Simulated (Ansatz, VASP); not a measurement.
## Rb2BeRhF6: VASP beside Ansatz

Contents of INCAR:

```
PREC     = Accurate       # precision mode
ENCUT    = 520            # plane-wave cutoff, eV
EDIFF    = 1E-6           # SCF threshold, eV
ISMEAR   = -1             # smearing method
SIGMA    = 0.0876         # smearing width, eV
LREAL    = F              # projectors in reciprocal space
LASPH    = T              # aspherical terms in the spheres
NELM     = 100            # most SCF steps
ALGO     = Normal         # electronic algorithm
ISIF     = 2              # what is computed and relaxed
LWAVE    = F              # write WAVECAR
LCHARG   = F              # write CHGCAR
GGA      = PE             # functional
NBANDS   = 50             # bands
```

KPOINTS

```
Automatic mesh
0
Gamma
  4 4 4
```

POSCAR

```
Rb2BeRhF6
1.0
    0.0000000000      4.1833690000      4.1833690000
    4.1833690000      0.0000000000      4.1833690000
    4.1833690000      4.1833690000      0.0000000000
Be F Rh Rb
1 6 1 2
Direct
    0.5000000000      0.5000000000      0.5000000000
    0.7760000000      0.2240000000      0.2240000000
    0.2240000000      0.7760000000      0.2240000000
    0.2240000000      0.7760000000      0.7760000000
    0.7760000000      0.2240000000      0.7760000000
    0.2240000000      0.2240000000      0.7760000000
    0.7760000000      0.7760000000      0.2240000000
    0.0000000000      0.0000000000      0.0000000000
    0.2500000000      0.2500000000      0.2500000000
    0.7500000000      0.7500000000      0.7500000000
```

Input for Ansatz:

```yaml
crystal:
  lattice:
    - [0.0, 4.183369, 4.183369]
    - [4.183369, 0.0, 4.183369]
    - [4.183369, 4.183369, 0.0]
  atoms:
    - { symbol: Be, position: [0.5, 0.5, 0.5] }
    - { symbol: F, position: [0.776, 0.224, 0.224] }
    - { symbol: F, position: [0.224, 0.776, 0.224] }
    - { symbol: F, position: [0.224, 0.776, 0.776] }
    - { symbol: F, position: [0.776, 0.224, 0.776] }
    - { symbol: F, position: [0.224, 0.224, 0.776] }
    - { symbol: F, position: [0.776, 0.776, 0.224] }
    - { symbol: Rh, position: [0.0, 0.0, 0.0] }
    - { symbol: Rb, position: [0.25, 0.25, 0.25] }
    - { symbol: Rb, position: [0.75, 0.75, 0.75] }
  symmetry: { tolerance: 0.0003 }
kpoints:
  mp_grid: { grid: [4, 4, 4], shift: [0, 0, 0] }
magnetization:
  spin_polarized: false
scf:
  occupations: { method: fermi_dirac, width: 0.0876 }
hamiltonian:
  pseudopotentials: { kind: paw }
  xc: pbe
basis:
  ecutwfc: 420
output:
  forces: true
  stress: true
  eigenvalues: true
```

The cell was built by a generator and needn't be a form met in nature.

Alike in both runs: task single point; functional PBE; k mesh 4 × 4 × 4; occupations fermi-dirac, width 0.0876 eV; no spin polarisation.

|  | VASP | Ansatz |
| --- | --- | --- |
| version | VASP 6.6.1 | Ansatz 0.2.0 |
| potentials or method | VASP PAW PBE potentials, release 64 (Be, F, Rh_pv, Rb_sv) | PAW plane waves |
| plane-wave cutoff (eV) | 520 | 420 |
| valence electrons in the cell | 77 | 79 |

Ansatz gave:

| Item | Value |
| --- | --- |
| gap on the k mesh at the Fermi level (eV) | none |
| pressure (GPa) | 13.5 |
| rms of the force components (eV/Å) | 1.852 |

Question: Estimate VASP's values.

Answer: gap on the k mesh at the Fermi level (eV): none; pressure (GPa): 13.6; rms of the force components (eV/Å): 1.895.

Atom by atom the forces differ by 0.042 eV/Å (rms over components). A gap of «none» marks a metal or a gap that the smearing closes. The functional is the same, so the differences come from potentials, cutoffs and numerics. The two sets of potentials don't hold the same shells in valence.

Caveats: an odd number of electrons without spin polarisation forces a metal; a magnetic or distorted state may lie lower.
